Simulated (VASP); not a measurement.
A convergence study with VASP on PtS2 (1T layered): one setting is varied, all else stays as given below, so the limit is that of these other settings.

```xyz
3
Lattice="1.7700 -3.0657 0.0000 1.7700 3.0657 0.0000 0.0000 0.0000 5.0400" Properties=species:S:1:pos:R:3 pbc="T T T"
Pt     0.0000     0.0000     0.0000
S      1.7700     1.0219     1.1592
S      1.7700    -1.0219     3.8808
```

Method: PBE GGA, VASP's PBE PAW potentials (set 64) (plane waves; VASP 6.6.1). The tightest run used: 550 eV cut-off, 16×16×10 Γ-centred mesh, tetrahedra with Blöchl corrections, potentials Pt S.

The reference is 16×16×10 mesh, which took about 2 core-minutes. Costs are core time on shared hosts, one run each; read them as rough ratios.

Problem. Of the settings 3×3×2 mesh; 4×4×2 mesh; 5×5×3 mesh; 6×6×4 mesh; 7×7×4 mesh; 8×8×5 mesh; 9×9×6 mesh; 10×10×6 mesh; 11×11×7 mesh; 12×12×8 mesh; 13×13×8 mesh; 14×14×9 mesh; 15×15×9 mesh; 16×16×10 mesh, which is the lowest that keeps the difference from the reference in E (eV/atom) within 0.005 from there on, and what does it cost?

Solution. 5×5×3 mesh; its cost over the reference is about 1/10.
```json
[
 {"setting": "3×3×2 mesh", "difference in E (eV/atom)": "0.0337", "cost over the reference": "about 1/30"},
 {"setting": "4×4×2 mesh", "difference in E (eV/atom)": "0.0070", "cost over the reference": "about 1/20"},
 {"setting": "5×5×3 mesh", "difference in E (eV/atom)": "0.0015", "cost over the reference": "about 1/10"},
 {"setting": "6×6×4 mesh", "difference in E (eV/atom)": "0.0008", "cost over the reference": "about 1/7"},
 {"setting": "7×7×4 mesh", "difference in E (eV/atom)": "0.0007", "cost over the reference": "about 1/6"},
 {"setting": "8×8×5 mesh", "difference in E (eV/atom)": "0.0000", "cost over the reference": "about 1/9"},
 {"setting": "9×9×6 mesh", "difference in E (eV/atom)": "0.0001", "cost over the reference": "about 1/3"},
 {"setting": "10×10×6 mesh", "difference in E (eV/atom)": "0.0000", "cost over the reference": "about 1/3"},
 {"setting": "11×11×7 mesh", "difference in E (eV/atom)": "0.0000", "cost over the reference": "about 1/4"},
 {"setting": "12×12×8 mesh", "difference in E (eV/atom)": "0.0000", "cost over the reference": "about 1/3"},
 {"setting": "13×13×8 mesh", "difference in E (eV/atom)": "0.0000", "cost over the reference": "within a factor of 2"},
 {"setting": "14×14×9 mesh", "difference in E (eV/atom)": "0.0000", "cost over the reference": "within a factor of 2"},
 {"setting": "15×15×9 mesh", "difference in E (eV/atom)": "0.0000", "cost over the reference": "within a factor of 2"},
 {"setting": "16×16×10 mesh", "difference in E (eV/atom)": "0.0000", "cost over the reference": "reference"}
]
```

Left out are rungs that failed or repeat a setting and relaxations that didn't move; long series are thinned to 24 rows.

The compound is PtS2 in the 1T layered structure. The cell was not relaxed at this level, forces remain on its atoms.
